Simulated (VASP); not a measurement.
```xyz
6
Lattice="4.4834 0.0000 0.0000 0.0000 4.4834 0.0000 0.0000 0.0000 3.1636" Properties=species:S:1:pos:R:3 pbc="T T T"
Ir     4.4834     4.4834     0.0000
Ir     2.2417     2.2417     1.5818
O      1.3843     1.3843     0.0000
O      0.8574     3.6260     1.5818
O      3.0991     3.0991     0.0000
O      3.6260     0.8574     1.5818
```

Method: PBEsol GGA, VASP's PBE PAW potentials (set 64) (plane waves; VASP 6.6.1). Run with 520 eV cut-off, 8×8×11 Γ-centred mesh, tetrahedra with Blöchl corrections, potentials Ir O.

Unless said otherwise, spin-orbit coupling is left out, though it shifts the bands of the heavy elements here.

Task: Predict the energy per atom (σ→0), band gap (on the k-mesh) with the smallest direct gap where there is one.

Result: 
```
Item                                                        Result
------------------------  ----------------------------------------
band gap (on the k-mesh)  none (metal, semimetal or under 0.01 eV)
energy per atom (σ→0)                           -732.6 kJ/mol-atom
```

Only differences to runs with the same potentials and settings are physical.

The structure comes from a measured IrO2 entry (P4_2/mnm) of the Crystallography Open Database, whose conditions weren't checked. It was relaxed first.
